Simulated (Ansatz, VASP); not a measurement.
## W2N: VASP beside Ansatz

Aim: how closely do two programs agree when they are given the same cell, functional and k mesh? The structure shown is the start of the Ansatz relaxation below; VASP solves that cell, so the two are compared at the walk's first step.

Calculated with Ansatz 0.2.0; plane waves, with VASP 6.6.1 beside it; PBE.

**1. Set-up**

The cell holds 3 atoms: 1 N and 2 W. Cell: a = 2.919 Å, b = 2.919 Å, c = 29.624 Å, α = 90.0°, β = 90.0°, γ = 120.0°. Vacuum lies along c.

Coordinates:

```cif
data_structure
_symmetry_space_group_name_H-M 'P 1'
_symmetry_Int_Tables_number 1
_cell_length_a 2.9187
_cell_length_b 2.9187
_cell_length_c 29.6237
_cell_angle_alpha 90.000
_cell_angle_beta 90.000
_cell_angle_gamma 120.000
_cell_volume 218.54
loop_
_atom_site_label
_atom_site_type_symbol
_atom_site_fract_x
_atom_site_fract_y
_atom_site_fract_z
_atom_site_occupancy
N1 N 0.00000 0.00000 0.33757 1
W2 W 0.33333 0.66667 0.38337 1
W3 W 0.66667 0.33333 0.29177 1
```

**2. Ansatz: relaxation, PBE**

Ansatz runs on its PAW soft_1 files.

The two programs are compared at the cell with which this relaxation starts, whose forces are those of its first step.

The input, input.yaml:

```yaml
crystal:
  lattice:
    - [2.9186573055, 0.0, 0.0]
    - [-1.4593286527, 2.5276313715, 0.0]
    - [0.0, 0.0, 29.6237063742]
  atoms:
    - { symbol: "N", position: [0.0, 0.0, 0.3375674831] }
    - { symbol: W, position: [0.3333333333, 0.6666666667, 0.3833650572] }
    - { symbol: W, position: [0.6666666667, 0.3333333333, 0.291769909] }
  periodic: [true, true, false]
kpoints:
  mp_grid: { grid: [18, 18, 1] }
hamiltonian:
  xc: pbe
  pseudopotentials: { kind: paw, azcp: { folder: soft_1 } }
scf:
  occupations: { method: methfessel_paxton, width: 0.2 }
output:
  forces: true
  stress: true
  eigenvalues: true
relax:
  adjacent_minimum: "off"
  f_tol: 0.001
  max_steps: 60
```

Launch:

```bash
$ ansatz run input.yaml --threads 4 --pin off --max-ram 16384MiB --backend cpu --events-out ev --progress --plain --runs-dir out
```

Numbers of over 12 decimals in the logs are rounded to 6 here.

The program printed:

```text
Warning: output.stress: scf.convergence.dr2_threshold = 1e-9 eV (the default of a walk held to its f_tol) is looser than the 3e-10 eV advised for a printed stress (1e-10 eV for each atom of the cell: 3). What an SCF threshold leaves in a stress goes as its square root, and in the free energy as the threshold itself, and one threshold admits the most on a small cell: [figures from the program's tests cut] Every solve  [...]
Engine: ansatz 0.2.0, aarch64-unknown-linux-gnu
Pseudopotentials: kind: paw
Pseudopotential: N, paw, valence charge 5, recommended cutoff 420 eV (normal), soft_1/N.paw.azcp
Pseudopotential: W, paw, valence charge 14, recommended cutoff 420 eV (normal), soft_1/W.paw.azcp
Functional definition: PBE
  parameter kappa = 0.804
  parameter beta = 0.066725
  exchange = pbe_x(kappa = kappa, mu = beta*pi^2/3)
  correlation = pbe_c(beta = beta)
Crystal: 3 atoms, lattice volume = 218.543 Å³
Basis set: ecut = 420 eV, 4227 PW (Γ), exchange–correlation on 40×40×400 points (8 copies of the dense FFT grid, shifted against one another)
Bands: 21, of which v1, the nominal top of the filled ones, is band 17 counted from 1 (16 counted from 0)
Symmetry: 12 space group operations
Space group: P-3m1 (ITA 164), of the structure as read, at distance tolerance 6.0e-5 Å
k-points: 37 of 324
Non-local potential: N, projectors of the file, l = 0: 2, l = 1: 2, l = 2: 1
Non-local potential: W, projectors of the file, l = 0: 3, l = 1: 2, l = 2: 2, l = 3: 1
PAW form: soft (Blöchl's): semilocal exchange-correlation on the pseudo side does not see the compensation charge
PAW one-centre angular grid: N, 110 points (default); XC on 64 Gauss nodes
PAW one-centre angular grid: W, 590 points (default); XC on 64 Gauss nodes
Initial density: superposition of atomic densities (neutral atoms: chi_scale 0, normalization atom)
Initial wavefunctions: pseudopotential atomic-orbital guess
Functional: x = pbe(κ = 0.804, μ = 0.219515), c = pbe(β = 0.066725)
SCF iter   1: F=—  HF=-21154.554795 eV  |F-HF|=—  |Δ(HF+E_count)|=         —  Δρ=5.16e-2  dr2=8.24e0  ethr=3.10e-3  ⟨swp⟩=11.4  Hψ=6138  notcnv=0
preconditioner: auto → LDOS  [metal: Δε(μ)=0.054 eV  Ē_g=8.048 eV  σ=0.200 eV  W_gap=0.23  n_scr=18 (ndim 8)  ℏωp=10.4 eV  f_vac=0.745  D(μ)=1.80/eV (n_scr^D=10)  β→1.0]
SCF iter   2: F=—  HF=-21153.386618 eV  |F-HF|=—  |Δ(HF+E_count)|=    1.17e0  S|Δr|=    0.00e0  Δρ=3.91e-2  dr2=3.60e0  ethr=3.10e-3  ⟨swp⟩=4.6  Hψ=2561  notcnv=0  defer=2
SCF iter   3: F=—  HF=-21152.682826 eV  |F-HF|=—  |Δ(HF+E_count)|=   7.04e-1  S|Δr|=    0.00e0  Δρ=4.33e-3  dr2=5.08e-2  ethr=3.10e-3  ⟨swp⟩=3.3  Hψ=2027  notcnv=0
SCF iter   4: F=—  HF=-21152.689051 eV  |F-HF|=—  |Δ(HF+E_count)|=   6.22e-3  S|Δr|=    0.00e0  Δρ=1.82e-3  dr2=5.81e-3  ethr=1.54e-4  ⟨swp⟩=3.1  Hψ=1939  notcnv=0
SCF iter   5: F=—  HF=-21152.686820 eV  |F-HF|=—  |Δ(HF+E_count)|=   2.23e-3  S|Δr|=    0.00e0  Δρ=5.12e-4  dr2=2.32e-4  ethr=1.76e-5  ⟨swp⟩=4.0  Hψ=1917  notcnv=0
SCF iter   6: F=—  HF=-21152.686884 eV  |F-HF|=—  |Δ(HF+E_count)|=   6.38e-5  S|Δr|=    0.00e0  Δρ=1.71e-4  dr2=3.64e-5  ethr=7.04e-7  ⟨swp⟩=3.2  Hψ=1746  notcnv=0
SCF iter   7: F=—  HF=-21152.686866 eV  |F-HF|=—  |Δ(HF+E_count)|=   1.80e-5  S|Δr|=    0.00e0  Δρ=4.91e-5  dr2=4.94e-6  ethr=1.10e-7  ⟨swp⟩=3.6  Hψ=1945  notcnv=0
SCF iter   8: F=—  HF=-21152.686866 eV  |F-HF|=—  |Δ(HF+E_count)|=   3.25e-7  S|Δr|=    0.00e0  Δρ=1.15e-5  dr2=2.33e-7  ethr=1.50e-8  ⟨swp⟩=3.6  Hψ=1835  notcnv=0
SCF iter   9: F=-21152.686867 eV  HF=-21152.686867 eV  |F-HF|=1.92e-8  |Δ(HF+E_count)|=   5.76e-7  S|Δr|=    0.00e0  Δρ=4.50e-6  dr2=2.98e-8  ethr=3.03e-10  ⟨swp⟩=14.2  Hψ=5642  notcnv=0
SCF 1 converged in 9 iterations: F = -21152.686867 eV  dr2 = 2.98e-8
  greatest PAW one-centre occupation: 0.999 electrons in one spin orbital (limit 2), on the W atom at site 2 (counted from 0), in its partial waves of l = 0
relax step   1: F+E_penalty+E_count = -21152.68686674 eV  Δ(F+E_penalty+E_count) = +0.000e0 eV  max|allowed force component| = 3.158e-1 eV/Å  Δτ_max = 0.0000 Å  (9 SCF iters, dr2 threshold 1.00e-7 eV, accepted)
[...]
relax step   2: F+E_penalty+E_count = -21152.69456177 eV  Δ(F+E_penalty+E_count) = -7.695e-3 eV  max|allowed force component| = 3.663e-2 eV/Å  Δτ_max = 0.0214 Å  (5 SCF iters, dr2 threshold 6.23e-6 eV, accepted)
[...]
relax step   3: F+E_penalty+E_count = -21152.69465924 eV  Δ(F+E_penalty+E_count) = -9.747e-5 eV  max|allowed force component| = 1.451e-3 eV/Å  Δτ_max = 0.0027 Å  (4 SCF iters, dr2 threshold 8.39e-8 eV, accepted)
[...]
relax step   4: F+E_penalty+E_count = -21152.69465925 eV  Δ(F+E_penalty+E_count) = -7.567e-9 eV  max|allowed force component| = 1.394e-3 eV/Å  Δτ_max = 0.0000 Å  (4 SCF iters, accepted)
[...]
relax step   5: F+E_penalty+E_count = -21152.69465939 eV  Δ(F+E_penalty+E_count) = -1.377e-7 eV  max|allowed force component| = 4.348e-5 eV/Å  Δτ_max = 0.0001 Å  (3 SCF iters, accepted)
SCF converged after 3 iterations
Stability not checked: this state was not tested for a lower state beside it, because cold or Methfessel-Paxton smearing, or corrected tetrahedra, fill the levels in a way that the test cannot read (fill_not_monotonic; see scf.lower_state_search)
Free energy (F): -21152.694659 eV
Harris-Foulkes:  -21152.694659 eV  (|F-HF|=2.30e-9)
Internal energy: -21152.696377 eV  (E = F + TS)
E sigma→0 (E₀):  -21152.695089 eV
Entropy (-TS):   0.001717 eV (0.572 meV/atom)
Fermi energy:    -5.077999 eV
--- Per-component energies (eV) ---
  E_band       = -1034.955557
  E_kinetic    = 964.572330
  E_local      = -80055.911256  (includes V_loc(G=0)·N_el)
  E_nonlocal   = -15.389026
  E_hartree    = 39473.311058
  E_xc         = -589.772152
  E_vxc        = -531.420409  (∫ρ·V_xc dr)
  E_paw        = -17282.774076  (= ΣΔE_a)
  E_vpaw       = -343.433954  (= ΣTr[D̂ρ^β])
  E_aug_tail   = 0.001148  (compensation charges beyond the density's cutoff)
  E_ewald      = 36353.265598
  E_smearing   = 0.001717  (= −TS)
  E_closure    = -0.000000  (closes the sum)
  Σ components = -21152.694659   (vs F -21152.694659, Δ=0.00e0)
--- Forces (eV/Å), atoms counted from 1 ---
  atom   1  N     -0.00000000    -0.00000000     0.00000000
  atom   2  W     -0.00000000    -0.00000000    -0.00004348
  atom   3  W      0.00000000     0.00000000     0.00004348
  max |Σ_I F_I| component: 4.63e-18 eV/Å
--- 2D stress c σ (N/m, compression-positive) ---
      -11.076894       0.000000       0.000000
        0.000000     -11.076894       0.000000
        0.000000       0.000000       0.000000
  P = ½ c Tr σ = -11.0769 N/m
--- Band table (eV; the first three rows and the last of 37) ---
  k-point 0: bands = [... 13 lower, -6.8015, -6.4619, -6.3974, -6.3974, -5.3259, -4.4950, -4.4950, -4.4751]
  k-point 1: bands = [... 13 lower, -6.6972, -6.6932, -6.5683, -6.3003, -5.2909, -4.7424, -4.6862, -4.1731]
  k-point 2: bands = [... 13 lower, -7.2404, -6.8607, -6.4123, -6.0144, -5.2177, -4.8759, -4.8382, -3.8786]
  k-point 36: bands = [... 13 lower, -7.0035, -7.0035, -6.3291, -4.0070, -4.0070, -3.7509, -3.7509, -1.7352]
--- Relaxed structure (5 steps of the walk, 5 accepted, 0 SCFs on fresh bases) ---
  F+E_penalty+E_count = -21152.69465939 eV   max|allowed force component| = 4.348e-5 eV/Å
  cell:  # Å, volume = 218.5427 Å³
    - [2.918657, -2.8867373006609285e-11, 0.0]
    - [-1.459329, 2.527631, 0.0]
    - [0.0, 0.0, 29.6237063742]
  atoms:
    - { symbol: N, position: [0, 0, 0.3375674831] }
    - { symbol: W, position: [0.333333, 0.666667, 0.382552] }
    - { symbol: W, position: [0.666667, 0.333333, 0.292583] }
```

**3. VASP: single point, PBE, start cell, pair 1**

The same cell, functional, mesh and smearing now go to VASP, with its own data sets.

Lines of VASP's logs that name or quote its potential files are left out, and so is its time.

The input, INCAR:

```
SYSTEM = W2N
PREC = Accurate
ENCUT = 520
EDIFF = 1E-06
NELM = 120
ISMEAR = 1
SIGMA = 0.2
LREAL = .FALSE.
ALGO = Normal
GGA = PE
NBANDS = 14
LASPH = .TRUE.
LORBIT = 11
LWAVE = .FALSE.
LCHARG = .FALSE.
ISIF = 2
LDIPOL = .TRUE.
IDIPOL = 3
DIPOL = 0.5 0.5 0.338
LVHAR = .TRUE.
GGA_COMPAT = .FALSE.
NELMDL = -8
KPAR = 2
```

The input, POSCAR:

```
W2N
1.0
    2.9186573055      0.0000000000      0.0000000000
   -1.4593286527      2.5276313715      0.0000000000
    0.0000000000      0.0000000000     29.6237063742
N W
1 2
Direct
    0.0000000000      0.0000000000      0.3375674831
    0.3333333333      0.6666666667      0.3833650610
    0.6666666667      0.3333333333      0.2917699052
```

The input, KPOINTS:

```
Automatic mesh
0
Gamma
18 18 1
0 0 0
```

The projector-augmented-wave data sets are N and W (PBE family, release 64).

Launch:

```bash
$ mpirun -np 2 vasp_std
```

The program printed:

```text
[banner, memory and clock lines left out]
running    2 mpi-ranks, on    1 nodes
 distrk:  each k-point on    1 cores,    2 groups
 distr:  one band on    1 cores,    1 groups

 POSCAR found type information on POSCAR N W
 POSCAR found :  2 types and       3 ions
 LDA part: xc-table for (Slater+PW92), standard interpolation
 POSCAR, INCAR and KPOINTS ok, starting setup
 FFT: planning ... GRIDC
 FFT: planning ... GRID_SOFT
 FFT: planning ... GRID
 WAVECAR not read
 entering main loop
       N       E                     dE             d eps       ncg     rms          rms(c)
DAV:   1     0.116239609184E+03    0.11624E+03   -0.53137E+03  1036   0.838E+02
DAV:   2    -0.181845759436E+02   -0.13442E+03   -0.12805E+03  1844   0.180E+02
DAV:   3    -0.344036579744E+02   -0.16219E+02   -0.15828E+02  1458   0.783E+01
DAV:   4    -0.349912460963E+02   -0.58759E+00   -0.57956E+00  1466   0.169E+01
DAV:   5    -0.350097265707E+02   -0.18480E-01   -0.18409E-01  1526   0.238E+00
DAV:   6    -0.350102406523E+02   -0.51408E-03   -0.51397E-03  1542   0.334E-01
DAV:   7    -0.350102539259E+02   -0.13274E-04   -0.13273E-04  1540   0.395E-02
DAV:   8    -0.350102541817E+02   -0.25583E-06   -0.25556E-06  1310   0.490E-03    0.307E+01
DAV:   9    -0.316811591141E+02    0.33291E+01   -0.17169E+01  1470   0.279E+01    0.119E+01
DAV:  10    -0.313046912807E+02    0.37647E+00   -0.30314E+00  1312   0.131E+01    0.696E+00
DAV:  11    -0.311937079368E+02    0.11098E+00   -0.59788E-01  1440   0.623E+00    0.100E+00
DAV:  12    -0.311852004564E+02    0.85075E-02   -0.54361E-02  1324   0.173E+00    0.563E-01
DAV:  13    -0.311845047679E+02    0.69569E-03   -0.53669E-03  1466   0.492E-01    0.792E-02
DAV:  14    -0.311843881522E+02    0.11662E-03   -0.48419E-04  1322   0.169E-01    0.439E-02
[...]
DAV:  19    -0.311844429133E+02   -0.18621E-04   -0.15852E-06   992   0.578E-03    0.229E-03
DAV:  20    -0.311844577808E+02   -0.14868E-04   -0.95174E-07   836   0.258E-03    0.618E-04
DAV:  21    -0.311844670584E+02   -0.92776E-05   -0.51417E-07   818   0.273E-03    0.600E-04
DAV:  22    -0.311844692895E+02   -0.22310E-05   -0.13054E-07   614   0.206E-03    0.536E-04
DAV:  23    -0.311844706811E+02   -0.13916E-05   -0.24935E-08   572   0.894E-04    0.216E-04
DAV:  24    -0.311844726156E+02   -0.19345E-05   -0.72003E-08   644   0.888E-04    0.186E-04
DAV:  25    -0.311844737501E+02   -0.11345E-05   -0.32812E-08   584   0.719E-04    0.457E-04
DAV:  26    -0.311844742122E+02   -0.46214E-06   -0.15905E-08   566   0.368E-04
   1 F= -.31184474E+02 E0= -.31185649E+02  d E =0.352429E-02
```

From OUTCAR (step 3):

```text
ion  position               nearest neighbor table
   1  0.000  0.000  0.338-   2 2.16   3 2.16   2 2.16   3 2.16   2 2.16   3 2.16
   2  0.333  0.667  0.383-   1 2.16   1 2.16   1 2.16   3 3.19   3 3.19   3 3.19
   3  0.667  0.333  0.292-   1 2.16   1 2.16   1 2.16   2 3.19   2 3.19   2 3.19

  LATTYP: Found a hexagonal cell.
 ALAT       =     2.9186573055
 C/A-ratio  =    10.1497720607

 Subroutine GETGRP returns: Found 12 space group operations
 (whereof  6 operations were pure point group operations)

The static configuration has the point symmetry C_3v.
 The point group associated with its full space group is D_3d.

 Found     37 irreducible k-points:

   k-points           NKPTS =     37   k-points in BZ     NKDIM =     37   number of bands    NBANDS=     14

   dimension x,y,z NGX =    24 NGY =   24 NGZ =  224
   dimension x,y,z NGXF=    48 NGYF=   48 NGZF=  448

   ENCUT  =  520.0 eV  38.22 Ry    6.18 a.u.   5.43  5.43 55.08*2*pi/ulx,y,z

   NELECT =      17.0000    total number of electrons

 k-points in reciprocal lattice and weights: Automatic mesh
   0.00000000  0.00000000  0.00000000       0.003
   0.05555556  0.00000000  0.00000000       0.019
   0.11111111  0.00000000  0.00000000       0.019
   0.16666667  0.00000000  0.00000000       0.019
   0.22222222  0.00000000  0.00000000       0.019
   0.27777778  0.00000000  0.00000000       0.019
   0.33333333  0.00000000  0.00000000       0.019
   0.38888889  0.00000000  0.00000000       0.019
   0.44444444  0.00000000  0.00000000       0.019
[...]
0.33333333  0.27777778  0.00000000       0.037
   0.33333333  0.33333333  0.00000000       0.006

 dipolmoment           0.000000      0.000000      0.000000 electrons x Angstroem

 average (electrostatic) potential at core
       1 -73.8478       2 -49.4011       3 -49.4011

 E-fermi :  -2.6824

 k-point     1 :       0.0000    0.0000    0.0000
  band No.  band energies     occupation
    ...
      6      -4.3262      2.00000
      7      -3.9917      2.00000
      8      -3.9432      2.00000
      9      -3.9432      2.00000
     10      -3.0205      2.03791
     11      -2.1318     -0.00069
     12      -2.1318     -0.00069
     13      -2.0557     -0.00009
     14      -2.0557     -0.00009

 k-point     2 :       0.0556    0.0000    0.0000
  band No.  band energies     occupation
    ...
      6      -4.2511      2.00000
      7      -4.2198      2.00000
      8      -4.0917      2.00000
      9      -3.8457      2.00000
     10      -2.9597      2.06453
     11      -2.3404     -0.03623
     12      -2.3215     -0.02853
     13      -1.7965     -0.00000
     14      -1.5962     -0.00000

 k-point     3 :       0.1111    0.0000    0.0000
  band No.  band energies     occupation
    ...
      6      -4.7927      2.00000
      7      -4.3733      2.00000
      8      -3.9545      2.00000
      9      -3.5582      2.00000
     10      -2.8555      2.00992
     11      -2.4858     -0.04651
     12      -2.4638     -0.06458
     13      -1.5236     -0.00000
     14      -0.8692     -0.00000

  Total       -6.2811809     -6.2811809     -1.0785405     -0.0000000      0.0000000      0.0000000
  in kB      -46.0485169    -46.0485169     -7.9069828     -0.0000000      0.0000000      0.0000000
  external PRESSURE =     -33.3346722 kB  Pullay stress =       0.0000000 kB

  energy-cutoff  :      520.00
  volume of cell :      218.54
      direct lattice vectors                 reciprocal lattice vectors
     2.918657306  0.000000000  0.000000000     0.342623301  0.197813655  0.000000000
    -1.459328653  2.527631372  0.000000000     0.000000000  0.395627310  0.000000000
     0.000000000  0.000000000 29.623706374     0.000000000  0.000000000  0.033756748

 POSITION                                       TOTAL-FORCE (eV/Angst)
 -----------------------------------------------------------------------------------
      0.00000      0.00000     10.00000        -0.000000      0.000000     -0.000000
     -0.00000      1.68509     11.35669         0.000000      0.000000     -0.386448
      1.45933      0.84254      8.64331        -0.000000     -0.000000      0.386448
 -----------------------------------------------------------------------------------
    total drift:                               -0.000000     -0.000000     -0.000014

  FREE ENERGIE OF THE ION-ELECTRON SYSTEM (eV)
  ---------------------------------------------------
  free  energy   TOTEN  =       -31.1844742122 eV

  energy  without entropy=      -31.1879985012  energy(sigma->0) =      -31.18564898

 vacuum level on the upper side and lower side of the slab         2.427         2.427

 total charge
# of ion       s       p       d       tot
------------------------------------------
    1        1.236   2.490   0.000   3.726
    2        0.557   0.604   3.999   5.161
    3        0.557   0.604   3.999   5.161
--------------------------------------------------
tot          2.351   3.698   7.999  14.048

[... 3 further parts left out ...]
```

This run has no spin polarisation, so a moment on W, if there is one, isn't seen. Its electron count is odd, so without a moment it is a metal by construction.

**4. Side by side**

Known differences besides the potentials themselves: Ansatz cuts the interaction across the vacuum, VASP repeats the sheet with a dipole correction (LDIPOL); the data sets hold 33 valence electrons in Ansatz (on its PAW soft_1 files) and 17 in VASP; the cutoff is 420 eV in Ansatz and 520 eV in VASP. Total energies have different zeros and are not compared.

Forces (eV/Å; atoms numbered as in POSCAR):

| atom | Ansatz x, y, z | VASP x, y, z |
| --- | --- | --- |
| N1 | 0.000, 0.000, 0.000 | 0.000, 0.000, 0.000 |
| W2 | 0.000, 0.000, -0.316 | 0.000, 0.000, -0.386 |
| W3 | 0.000, 0.000, 0.316 | 0.000, 0.000, 0.386 |

The forces differ by 33 meV/Å r.m.s., which is 18.3 % of the r.m.s. force of 0.182 eV/Å (both taken over all components). Where the cell holds vacuum, a pressure given here is an average over it and none of the material.

**5. What the set-up changes**

Further runs change the set-up of one program: Ansatz's method, potentials or start, or VASP's data sets, cutoff or form of LDA. The table gives that difference for each run.

| run | r.m.s. force difference (meV/Å) |
| --- | --- |
| as above | 33 |
| VASP with the data sets N and W_sv | 40 |

**6. Ansatz: relaxation, PBE**

The two programs are compared at the cell with which this relaxation starts, whose forces are those of its first step.

The structure compared here is the start of the Ansatz relaxation; VASP solves that cell, so the two are compared at the walk's first step.

input.yaml, the sections that differ from step 2:

```yaml
crystal:
  lattice:
    - [2.7796736243, 0.0, 0.0]
    - [-1.3898368121, 2.3350499337, 0.0]
    - [0.0, 0.0, 29.6237063742]
  atoms:
    - { symbol: "N", position: [0.0, 0.0, 0.3375674831] }
    - { symbol: W, position: [0.335042004, 0.670084008, 0.3873220261] }
    - { symbol: W, position: [0.664957996, 0.329915992, 0.2878129401] }
  periodic: [true, true, false]
# kpoints, hamiltonian, scf, output, relax: as in step 2
```

Launch:

```bash
$ ansatz run input.yaml --threads 4 --pin off --max-ram 16384MiB --backend cpu --events-out ev --progress --plain --runs-dir out
```

The program printed:

```text
[...]
Crystal: 3 atoms, lattice volume = 192.278 Å³
Basis set: ecut = 420 eV, 3765 PW (Γ), exchange–correlation on 40×40×400 points (8 copies of the dense FFT grid, shifted against one another)
Bands: 21, of which v1, the nominal top of the filled ones, is band 17 counted from 1 (16 counted from 0)
Symmetry: 4 space group operations
[...]
--- Relaxed structure (4 steps of the walk, 4 accepted, 0 SCFs on fresh bases) ---
  F+E_penalty+E_count = -21152.91300938 eV   max|allowed force component| = 1.749e-4 eV/Å
  cell:  # Å, volume = 192.2779 Å³
    - [2.7796736243, -2.9760282505410725e-11, 0.0]
    - [-1.389836812125, 2.335050, 0.0]
    - [0.0, 0.0, 29.6237063742]
  atoms:
    - { symbol: N, position: [0, 0, 0.337567] }
    - { symbol: W, position: [0.335852, 0.671703, 0.387587] }
    - { symbol: W, position: [0.664148, 0.328297, 0.287548] }
[key lines of the parts left out:]
SCF converged after 4 iterations
Free energy (F): -21152.913009 eV
Fermi energy:    -5.347145 eV
P = ½ c Tr σ = 6.1499 N/m
```

[end of part 1 of 2]

[Lines on the potential files, build, host, timing and source positions are cut from VASP's logs without a mark.]

[Logs are printed without paths, hosts, clocks, repeated set-up lines and the standing remarks that a program may print on its own settings, such as how far it seeks lower states.]

[Hosts, paths, dates, database ids (printed as entryN), source tags and the programs' standing remarks are cut or masked in the printed files.]
